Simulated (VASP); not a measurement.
ZnSe (zinc blende), at 0.96 of the tabulated volume:

```xyz
2
Lattice="0.0000 2.7967 2.7967 2.7967 0.0000 2.7967 2.7967 2.7967 0.0000" Properties=species:S:1:pos:R:3 pbc="T T T"
Zn     0.0000     0.0000     0.0000
Se     1.3983     1.3983     1.3983
```

The lowest empty band near Γ, direction [100], from PBE with spin-orbit coupling in VASP (PAW); its two spin partners are averaged. The gap over the points computed is 1.33 eV, and the next band on that side lies 4.23 eV away at the edge.

Run with 400 eV cut-off, 9×9×9 Γ-centred mesh, Gaussian smearing of 0.050 eV, potentials Zn Se.

```json
[
 {"distance from the edge in k (1/Å)": "0.012", "distance in energy (meV)": "5.4"},
 {"distance from the edge in k (1/Å)": "0.018", "distance in energy (meV)": "12.1"},
 {"distance from the edge in k (1/Å)": "0.025", "distance in energy (meV)": "23.1"},
 {"distance from the edge in k (1/Å)": "0.035", "distance in energy (meV)": "44.6"},
 {"distance from the edge in k (1/Å)": "0.050", "distance in energy (meV)": "88.4"},
 {"distance from the edge in k (1/Å)": "0.070", "distance in energy (meV)": "165.0"}
]
```

Fit E(1 + αE) = ħ²k²/2m* (ħ²/2m0 = 3.810 eV Å²) and predict the row at 0.095 1/Å.

Least squares on the energies gives the electron mass m* = 0.101 m0 and α = 0.70 per eV, and so 283.0 meV. The run gave 283.1 meV, +0.1 meV from the fit. So light an electron mass at Γ scales with the gap, and carries this level's error in it.

Left out are points under 3 meV from the edge, since the levels carry 0.1 meV, and points farther than half the way to the next band.

The compound is ZnSe in the zinc blende structure. The cell was not relaxed at this level.
